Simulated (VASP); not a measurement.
# Sn (space group Im-3m): computed properties

The numbers are results of r2SCAN meta-GGA, VASP's PBE PAW potentials (set 64) (plane waves; VASP), not measurements.

For Sn, the space group is Im-3m (229) and the cell is a = 3.771 Å, b = 3.771 Å, c = 3.771 Å, α = 90.00°, β = 90.00°, γ = 90.00°. The volume per atom is 26.82 Å³/atom and the band gap (over mesh and band path) is none (metal, semimetal or under 0.01 eV). The band gap with spin-orbit coupling is none (metallic) and the density is 7.35 g/cm³.

```cif
data_Sn2
_chemical_formula_sum 'Sn2'
_space_group_name_H-M_alt 'Im-3m'
_space_group_IT_number 229
_space_group_name_Hall '-I 4 2 3'
_cell_length_a 3.77129
_cell_length_b 3.77129
_cell_length_c 3.77129
_cell_angle_alpha 90.000
_cell_angle_beta 90.000
_cell_angle_gamma 90.000
loop_
_atom_site_label
_atom_site_type_symbol
_atom_site_symmetry_multiplicity
_atom_site_Wyckoff_symbol
_atom_site_fract_x
_atom_site_fract_y
_atom_site_fract_z
_atom_site_occupancy
Sn1 Sn 2 a 0.00000 0.00000 0.00000 1
```
(The calculation used a cell of 1 atom; values per cell refer to that cell.)

Unless said otherwise, spin-orbit coupling is left out, though it shifts the bands of the heavy elements here.

The structure comes from a computed database's Sn entry (Im-3m); how it stands against other phases isn't given here. It was relaxed first. Symmetry was kept, so distortions that lower it aren't found.
